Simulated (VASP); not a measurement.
Here is a VASP 6.6.1 calculation.

The input POSCAR:

```
Zn4Te3O
1.0
   -2.9156000000      2.9156000000      5.6592900000
    2.9156000000     -2.9156000000      5.6592900000
    2.9156000000      2.9156000000     -5.6592900000
Zn Te O
4 3 1
Direct
    0.6913370000      0.6913370000      0.5970880000
    0.0942490000      0.0942490000      0.4029120000
    0.3086630000      0.9057510000      0.0000000000
    0.9057510000      0.3086630000      0.0000000000
    0.5000000000      0.5000000000      0.0000000000
    0.2500000000      0.7500000000      0.5000000000
    0.7500000000      0.2500000000      0.5000000000
    0.0000000000      0.0000000000      0.0000000000
```

The input INCAR.step1:

```
SYSTEM = Zn4Te3O
PREC = Accurate ; ENCUT = 520
EDIFF = 1E-8 ; ISMEAR = 0
SIGMA = 0.1 ; LREAL = .False.
LASPH = .True. ; NELM = 100
ALGO = Normal ; ISIF = 3
LWAVE = .False. ; LCHARG = .False.
GGA = PE ; KPAR = 8
IBRION = 2 ; NSW = 40
EDIFFG = -0.002
```

INCAR.step2

```
SYSTEM = Zn4Te3O
PREC = Accurate ; ENCUT = 520
EDIFF = 1E-8 ; ISMEAR = 0
SIGMA = 0.1 ; LREAL = .False.
LASPH = .True. ; NELM = 100
ALGO = Normal ; ISIF = 2
LWAVE = .False. ; LCHARG = .False.
GGA = PE ; KPAR = 8
IBRION = 6 ; NFREE = 2
POTIM = 0.015 ; NSW = 1
```

The input KPOINTS:

```
Automatic mesh
0
Gamma
  6 6 6
  0 0 0
```

Potentials or basis: VASP PAW PBE potentials, release 64 (Zn, Te, O).

Run with:

```console
$ cat potpaw_PBE.64/Zn/POTCAR potpaw_PBE.64/Te/POTCAR potpaw_PBE.64/O/POTCAR > POTCAR
$ cp INCAR.step1 INCAR
$ mpirun -np 8 vasp_std > vasp.out
$ cp CONTCAR POSCAR
$ cp INCAR.step2 INCAR
$ mpirun -np 8 vasp_std > vasp.out
```

(1) What does it give for the highest phonon frequency at Γ, LO-TO splitting left out?

Answers

(1) 378 cm⁻¹.
